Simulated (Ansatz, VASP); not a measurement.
One calculation of GaF, two programs

The input INCAR:

```
PREC = Accurate
ENCUT = 520
EDIFF = 1E-6
ISMEAR = -1
SIGMA = 0.05
LREAL = False
LASPH = True
NELM = 80
ALGO = Normal
ISIF = 2
LWAVE = False
LCHARG = False
GGA = PE
NBANDS = 17
```

KPOINTS

```
Automatic mesh
0
Gamma
  8 8 8
```

File POSCAR:

```
GaF
1.0
    3.2075816197      0.0000000000      0.0000000000
    0.0000000000      3.2075816197      0.0000000000
    0.0000000000      0.0000000000      3.2075816197
Ga F
1 1
Direct
    0.0000000000      0.0000000000      0.0000000000
    0.5000000000      0.5000000000      0.5000000000
```

The input input.yaml:

```yaml
crystal:
  lattice:
    - [3.2075816197, 0.0, 0.0]
    - [0.0, 3.2075816197, 0.0]
    - [0.0, 0.0, 3.2075816197]
  atoms:
    - { symbol: Ga, position: [0.0, 0.0, 0.0] }
    - { symbol: F, position: [0.5, 0.5, 0.5] }
kpoints:
  mp_grid: { grid: [8, 8, 8] }
scf:
  occupations: { method: fermi_dirac, width: 0.05 }
hamiltonian:
  xc: pbe
  pseudopotentials: { kind: all_electron, lapw: { basis_error: 0.0005 } }
output:
  forces: true
  stress: true
  eigenvalues: true
```

Change from the starting cell: volume scaled by 1.04.

Alike in both runs: task single point; functional PBE; k mesh 8 × 8 × 8; occupations fermi-dirac, width 0.05 eV; no spin polarisation.

|  | VASP | Ansatz |
| --- | --- | --- |
| version | VASP 6.6.1 | Ansatz 0.2.0 |
| potentials or method | VASP PAW PBE potentials, release 64 (Ga_d, F) | all-electron LAPW, scalar-relativistic |
| plane-wave cutoff (eV) | 520 | see its input |

VASP gave:

- gap on the k mesh at the Fermi level (eV): 0.62
- least direct gap on the mesh (eV): 1.23
- pressure (GPa): -1.7

Question: Which values does Ansatz return?

Answer: gap on the k mesh at the Fermi level (eV): 0.62; least direct gap on the mesh (eV): 1.24; pressure (GPa): -1.6.

Ansatz ran all-electron here, so the differences hold the error of VASP's frozen core and of both bases.

A k mesh can miss the band edges.
